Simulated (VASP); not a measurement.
Here is the system:

```xyz
4
Lattice="1.2236 -2.1193 0.0000 1.2236 2.1193 0.0000 0.0000 0.0000 6.6185" Properties=species:S:1:pos:R:3 pbc="T T T"
C      0.0000     0.0000     1.6546
C      0.0000     0.0000     4.9639
C      1.2236     0.7064     1.6546
C      1.2236    -0.7064     4.9639
```

Method: LDA (Ceperley-Alder, Perdew-Zunger), VASP's LDA PAW potentials (set 64) (plane waves; VASP 6.6.1). Settings: 520 eV cut-off, 12×12×4 Γ-centred mesh, tetrahedra with Blöchl corrections, potentials C.

The cores are frozen, which limits the accuracy of field gradients.

Question: Give the principal components of the electric field gradient (V/Å²) and the asymmetry η at each nucleus.

Answer: 
```csv
atom,Vxx,Vyy,Vzz,η
C1,-17.1,-17.1,34.3,0.00
C2,-17.1,-17.1,34.3,0.00
C3,-16.6,-16.6,33.2,0.00
C4,-16.6,-16.6,33.2,0.00
```

The compound is C in the graphite structure. It was relaxed first.
